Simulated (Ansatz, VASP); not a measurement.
# Cross-check of Ge2P4W (WGe2P4 monolayer) between VASP and Ansatz

One calculation is typed for both programs; each brings its own data sets. How far apart do they land? Of the first pair: The structure shown is the start of the Ansatz relaxation below; VASP solves that cell, so the two are compared at the walk's first step.

Method: plane waves, with VASP 6.6.1 beside it; single point at PBE with D3(BJ), in Ansatz 0.2.0.

## Step 1: Starting point

The cell holds 7 atoms: 4 P, 2 Ge and 1 W. Its edges and angles: a = 3.580 Å, b = 3.580 Å, c = 48.448 Å, α = 90.0°, β = 90.0°, γ = 120.0°. Vacuum lies along c.

## Step 2: Ansatz: relaxation, PBE with D3(BJ)

Ansatz runs on its PAW soft_1 files.

The two programs are compared at the cell with which this relaxation starts, whose forces are those of its first step.

input.yaml reads:

```yaml
crystal:
  lattice:
    - [3.58, 0.0, 0.0]
    - [-1.79, 3.1003709455, 0.0]
    - [0.0, 0.0, 48.4482162967]
  atoms:
    - { symbol: P, position: [0.0, 0.0, 0.4097158062] }
    - { symbol: Ge, position: [0.3333333333, 0.6666666667, 0.4252699244] }
    - { symbol: P, position: [0.3333333333, 0.6666666667, 0.4706792329] }
    - { symbol: W, position: [0.0, 0.0, 0.5] }
    - { symbol: P, position: [0.3333333333, 0.6666666667, 0.5293207671] }
    - { symbol: Ge, position: [0.3333333333, 0.6666666667, 0.5747300756] }
    - { symbol: P, position: [0.0, 0.0, 0.5902841938] }
  periodic: [true, true, false]
kpoints:
  mp_grid: { grid: [12, 12, 1] }
hamiltonian:
  xc: pbe
  dispersion: d3bj
  pseudopotentials: { kind: paw, azcp: { folder: soft_1 } }
scf:
  occupations: { method: fermi_dirac, width: 0.05 }
  convergence: { dr2_threshold: 1.0e-09 }
relax:
  f_tol: 0.004
  max_steps: 90
  cell: {}
output:
  write_potential: true
  write_density: true
  volumetric_format: npy
```

Command:

```sh
$ ansatz run input.yaml --threads 2 --pin off --max-ram 3072MiB --backend cpu --events-out ev --progress --plain --runs-dir out
```

Numbers of over 12 decimals in the logs are rounded to 6 here.

Log:

```text
Warning: relax.cell: scf.convergence.dr2_threshold = 1e-9 eV is looser than the 1.99148999688e-10 eV advised for a relaxation that steers and ends on the stress (1e-10 eV for each atom of the cell: 7, times the square of relax.cell.stress_2d_tol = 0.05 N/m over 18.7 Å (the atoms' height at the walk's start and 5 Å past either face), 2.667e-2 GPa, over a crystal's default 0.05). What an SCF threshold leaves in a stress goes as its square root, and in the free energy as the threshold itself, and one threshold admits the most on a small cell: [figures from the program's tests cut] Set scf.convergence.dr2_threshold to 1.99148999688e-10 eV or tighter. [rest of the remark cut]
Engine: ansatz 0.2.0, aarch64-unknown-linux-gnu
Pseudopotentials: kind: paw
Pseudopotential: P, paw, valence charge 5, recommended cutoff 420 eV (normal), soft_1/P.paw.azcp
Pseudopotential: Ge, paw, valence charge 14, recommended cutoff 420 eV (normal), soft_1/Ge.paw.azcp
Pseudopotential: W, paw, valence charge 14, recommended cutoff 420 eV (normal), soft_1/W.paw.azcp
Functional definition: PBE
  parameter kappa = 0.804
  parameter beta = 0.066725
  exchange = pbe_x(kappa = kappa, mu = beta*pi^2/3)
  correlation = pbe_c(beta = beta)
Crystal: 7 atoms, lattice volume = 537.743 Å³
Basis set: ecut = 420 eV, 10343 PW (Γ), exchange–correlation on 48×48×648 points (8 copies of the dense FFT grid, shifted against one another)
Bands: 38, of which v1, the nominal top of the filled ones, is band 31 counted from 1 (30 counted from 0)
Symmetry: 12 space group operations
Space group: P-6m2 (ITA 187), of the structure as read, at distance tolerance 8.1e-5 Å
k-points: 19 of 144 (time reversal used)
Non-local potential: P, projectors of the file, l = 0: 2, l = 1: 2, l = 2: 1
Non-local potential: Ge, projectors of the file, l = 0: 2, l = 1: 2, l = 2: 3, l = 3: 1
Non-local potential: W, projectors of the file, l = 0: 3, l = 1: 2, l = 2: 2, l = 3: 1
PAW form: soft (Blöchl's): semilocal exchange-correlation on the pseudo side does not see the compensation charge
PAW one-centre angular grid: P, 110 points (default); XC on 64 Gauss nodes
PAW one-centre angular grid: Ge, 590 points (default); XC on 64 Gauss nodes
PAW one-centre angular grid: W, 590 points (default); XC on 64 Gauss nodes
Initial density: superposition of atomic densities (neutral atoms: chi_scale 0, normalization atom)
Initial wavefunctions: pseudopotential atomic-orbital guess
Functional: x = pbe(κ = 0.804, μ = 0.219515), c = pbe(β = 0.066725)
SCF iter   1: F=—  HF=-22001.498877 eV  |F-HF|=—  |Δ(HF+E_count)|=         —  Δρ=2.47e-2  dr2=4.01e0  ethr=3.10e-3  ⟨swp⟩=17.6  Hψ=5438  notcnv=0  defer=1
preconditioner: auto → Resta (q_TF=auto, 1.903 Å⁻¹)  ε∞=2.2  [insulator: Δε(μ)=0.500 eV  Ē_g=8.448 eV  σ=0.050 eV  W_gap=0.98  n_scr=28 (ndim 8)  ℏωp=9.3 eV  f_vac=0.733  D(μ)=0.01/eV (n_scr^D=0)  ε∞_Penn≈2.2  vacuum switching on, ρ_ref=5.2e-3 e/Å³]
SCF iter   2: F=—  HF=-22000.591397 eV  |F-HF|=—  |Δ(HF+E_count)|=   9.07e-1  Δρ=1.16e-2  dr2=6.66e-1  ethr=3.10e-3  ⟨swp⟩=4.3  Hψ=1487  notcnv=0  defer=29
SCF iter   3: F=—  HF=-22000.552248 eV  |F-HF|=—  |Δ(HF+E_count)|=   3.91e-2  Δρ=4.79e-3  dr2=4.71e-1  ethr=1.07e-3  ⟨swp⟩=4.5  Hψ=1550  notcnv=0  defer=28
SCF iter   4: F=—  HF=-22000.525153 eV  |F-HF|=—  |Δ(HF+E_count)|=   2.71e-2  Δρ=3.05e-3  dr2=2.26e-1  ethr=7.60e-4  ⟨swp⟩=4.7  Hψ=1268  notcnv=0  defer=27
SCF iter   5: F=—  HF=-22000.504129 eV  |F-HF|=—  |Δ(HF+E_count)|=   2.10e-2  Δρ=8.56e-4  dr2=7.92e-3  ethr=3.65e-4  ⟨swp⟩=3.5  Hψ=1138  notcnv=0  defer=27
SCF iter   6: F=—  HF=-22000.505362 eV  |F-HF|=—  |Δ(HF+E_count)|=   1.23e-3  Δρ=4.42e-4  dr2=9.20e-4  ethr=1.28e-5  ⟨swp⟩=3.4  Hψ=1562  notcnv=0  defer=26
SCF iter   7: F=—  HF=-22000.505788 eV  |F-HF|=—  |Δ(HF+E_count)|=   4.26e-4  Δρ=1.82e-4  dr2=3.28e-4  ethr=1.48e-6  ⟨swp⟩=3.0  Hψ=1529  notcnv=0  defer=26
SCF iter   8: F=—  HF=-22000.505732 eV  |F-HF|=—  |Δ(HF+E_count)|=   5.66e-5  Δρ=4.29e-5  dr2=1.29e-5  ethr=5.28e-7  ⟨swp⟩=3.8  Hψ=1587  notcnv=0  defer=26
SCF iter   9: F=—  HF=-22000.505639 eV  |F-HF|=—  |Δ(HF+E_count)|=   9.29e-5  Δρ=1.64e-5  dr2=2.22e-6  ethr=2.09e-8  ⟨swp⟩=3.2  Hψ=1594  notcnv=0  defer=26
SCF iter  10: F=—  HF=-22000.505765 eV  |F-HF|=—  |Δ(HF+E_count)|=   1.26e-4  Δρ=3.97e-6  dr2=1.28e-7  ethr=3.57e-9  ⟨swp⟩=2.8  Hψ=1539  notcnv=0  defer=26
[...]
relax step   6: F+E_penalty+E_count = -22001.92211955 eV  Δ(F+E_penalty+E_count) = -1.483e-5 eV  max|allowed force component| = 1.946e-3 eV/Å  Δτ_max = 0.0006 Å  P = +0.027 N/m  Ω = 512.896 Å³  energy of the carried Pulay correction = +1.451e-3 eV  fix = [c, alpha, beta]  reactions: c +0.000 N/m  (6 SCF iters, accepted)
Initial wavefunctions: pseudopotential atomic-orbital guess (no wavefunctions were taken with the density)
iter 1 solved again at ethr=4.79e-7 eV; its pass at ethr=3.10e-3 eV (dr2=2.97e-4 eV) is discarded
SCF iter   1: F=—  HF=-22001.921014 eV  |F-HF|=—  |Δ(HF+E_count)|=         —  Δρ=2.31e-5  dr2=4.14e-7  ethr=4.79e-7  ⟨swp⟩=6.2  Hψ=8865  notcnv=0
eigensolver tolerance schedule: the retry pair's looser diagonalisation over-reported the residual by 716.61 of it (diagonalisation noise at 0.12 of the residual, at the tolerance the schedule requests for it); recorded, not acted on — ethr = c·dr2/N_el stays at c = 1.0e-1
preconditioner: auto → Resta (q_TF=auto, 1.918 Å⁻¹)  ε∞=2.4  [insulator: Δε(μ)=0.699 eV  Ē_g=8.093 eV  σ=0.050 eV  W_gap=1.00  n_scr=28 (ndim 8)  ℏωp=9.6 eV  f_vac=0.721  D(μ)=0.00/eV (n_scr^D=0)  ε∞_Penn≈2.4  vacuum switching on, ρ_ref=4.7e-3 e/Å³]
SCF iter   2: F=—  HF=-22001.921132 eV  |F-HF|=—  |Δ(HF+E_count)|=   1.18e-4  Δρ=1.22e-5  dr2=1.41e-7  ethr=6.68e-10  ⟨swp⟩=4.6  Hψ=2221  notcnv=0
SCF iter   3: F=—  HF=-22001.921133 eV  |F-HF|=—  |Δ(HF+E_count)|=   1.99e-7  Δρ=3.11e-6  dr2=1.41e-7  ethr=2.27e-10  ⟨swp⟩=3.0  Hψ=1465  notcnv=0
SCF iter   4: F=—  HF=-22001.921133 eV  |F-HF|=—  |Δ(HF+E_count)|=   1.88e-9  Δρ=1.75e-6  dr2=6.53e-8  ethr=2.27e-10  ⟨swp⟩=2.8  Hψ=1074  notcnv=0
SCF iter   5: F=—  HF=-22001.921133 eV  |F-HF|=—  |Δ(HF+E_count)|=   4.11e-9  Δρ=6.65e-7  dr2=6.99e-9  ethr=1.05e-10  ⟨swp⟩=2.1  Hψ=947  notcnv=0
SCF iter   6: F=-22001.921133 eV  HF=-22001.921133 eV  |F-HF|=1.86e-10  |Δ(HF+E_count)|=  1.56e-10  Δρ=2.05e-7  dr2=1.75e-10  ethr=1.61e-12  ⟨swp⟩=15.6  Hψ=7110  notcnv=0
SCF 7 converged in 6 iterations: F = -22001.921133 eV  dr2 = 1.75e-10
relax step   7: F+E_penalty+E_count = -22001.92113260 eV  Δ(F+E_penalty+E_count) = +9.870e-4 eV  max|allowed force component| = 1.798e-3 eV/Å  Δτ_max = 0.0000 Å  P = +0.009 N/m  Ω = 512.896 Å³  fix = [c, alpha, beta]  reactions: c +0.000 N/m  stress off target by 8.65e-3 N/m on what of the cell is left free  SCF on the basis re-selected at this cell (its energy is not comparable with the rows above)  (6 SCF iters)
basis re-selected at this cell: Δ(F+E_penalty+E_count) = +9.870e-4 eV, ΔP = -0.018 N/m vs the last step (what re-selecting the basis moved, of the pressure what is left beyond the Pulay correction that the steps carried, after the strain that the cell walked since its last selection, with what the two solves' SCF thresholds leave and, on support functions, any second-order correction that the steps lacked; it is no m [...]
WARN: The output density's exchange-correlation potential varies sharply where the density is thin. Do not read a vacuum level from v_tot or v_xc, or from such a field of the output density. On a cell that repeats whose density bears no net charge and no dipole along the vacuum's axis use v_es (v_loc + v_h of the components); under efield.dipole_correction with no amplitude use v_es + v_field, which holds any externa [...]
SCF converged after 6 iterations
Free energy (F): -22001.921133 eV
Harris-Foulkes:  -22001.921133 eV  (|F-HF|=1.86e-10)
Internal energy: -22001.921099 eV  (E = F + TS)
E sigma→0 (E₀):  -22001.921116 eV
Entropy (-TS):   -0.000034 eV (-0.005 meV/atom)
Fermi energy:    -5.008290 eV
--- Per-component energies (eV) ---
  E_band       = -1376.267397
  E_kinetic    = 883.822888
  E_local      = -280773.174160  (includes V_loc(G=0)·N_el)
  E_nonlocal   = 542.944471
  E_hartree    = 139677.944941
  E_xc         = -702.518645
  E_vxc        = -605.654625  (∫ρ·V_xc dr)
  E_paw        = -14839.693082  (= ΣΔE_a)
  E_vpaw       = -780.095286  (= ΣTr[D̂ρ^β])
  E_aug_tail   = 0.000182  (compensation charges beyond the density's cutoff)
  E_ewald      = 133211.155283
  E_disp       = -2.402977  (pairwise vdW)
  E_smearing   = -0.000034  (= −TS)
  E_closure    = -0.000000  (closes the sum)
  Σ components = -22001.921133   (vs F -22001.921133, Δ=0.00e0)
--- Forces (eV/Å), atoms counted from 1 ---
  atom   1  P     -0.00000000    -0.00000000    -0.00106543
  atom   2  Ge     0.00000000    -0.00000000    -0.00179813
  atom   3  P      0.00000000    -0.00000000     0.00138593
  atom   4  W     -0.00000000     0.00000000     0.00000000
  atom   5  P      0.00000000    -0.00000000    -0.00138593
  atom   6  Ge     0.00000000     0.00000000     0.00179813
  atom   7  P     -0.00000000    -0.00000000     0.00106543
  max |Σ_I F_I| component: 4.46e-16 eV/Å
--- 2D stress c σ (N/m, compression-positive) ---
        0.008645       0.000000       0.000000
        0.000000       0.008645       0.000000
        0.000000       0.000000       0.000000
  P = ½ c Tr σ = 0.0086 N/m
--- Band table (eV; the first three rows and the last of 19) ---
  k-point 0: bands = [... 27 lower, -5.7217, -5.6769, -5.6769, -5.4509, -2.4739, -2.4739, -2.3203, -2.2628, ... 3 higher]
  k-point 1: bands = [... 27 lower, -6.1627, -5.9304, -5.8778, -5.4402, -2.7125, -2.5489, -2.2795, -2.1039, ... 3 higher]
  k-point 2: bands = [... 27 lower, -6.3910, -6.3263, -6.2733, -5.6307, -3.1249, -3.0376, -2.3025, -2.1712, ... 3 higher]
  k-point 18: bands = [... 27 lower, -8.0122, -7.0295, -6.3705, -5.3719, -4.6732, -4.0688, -3.4045, -2.7696, ... 3 higher]
  the weakly bound empty levels are not read free of the cell's end (no_gap_told)
--- Relaxed structure (6 steps of the walk, 6 accepted, 1 SCFs on fresh bases) ---
  F+E_penalty+E_count = -22001.92113260 eV   max|allowed force component| = 1.798e-3 eV/Å   (the final SCF, on the basis selected at the relaxed cell)
  cell:  # Å, volume = 512.8955 Å³
    - [3.496313, 0, 0.0]
    - [-1.748156, 3.027895, 0.0]
    - [0.0, 0.0, 48.4482162967]
  atoms:
    - { symbol: P, position: [1.0573552618554981e-17, -5.135725556199064e-17, 0.400386] }
    - { symbol: Ge, position: [0.333333, 0.666667, 0.423295] }
    - { symbol: P, position: [0.333333, 0.666667, 0.471185] }
    - { symbol: W, position: [1.0573552618554981e-17, -5.135725556199064e-17, 0.5] }
    - { symbol: P, position: [0.333333, 0.666667, 0.528815] }
    - { symbol: Ge, position: [0.333333, 0.666667, 0.576705] }
    - { symbol: P, position: [1.0573552618554981e-17, -5.135725556199064e-17, 0.599614] }
```

In the SCF lines HF is the Harris–Foulkes energy and dr2 the Hartree energy of the density residual, in eV; the loop may stop once dr2 is under the threshold and the program's other checks hold. Hψ counts applications of the Hamiltonian.

(Continued in part 2 of 2.)

[Lines on the potential files, build, host, timing and source positions are cut from VASP's logs without a mark.]

[Logs are printed without paths, hosts, clocks, repeated set-up lines and the standing remarks that a program may print on its own settings, such as how far it seeks lower states.]

[Hosts, paths, dates, database ids (printed as entryN), source tags and the programs' standing remarks are cut or masked in the printed files.]
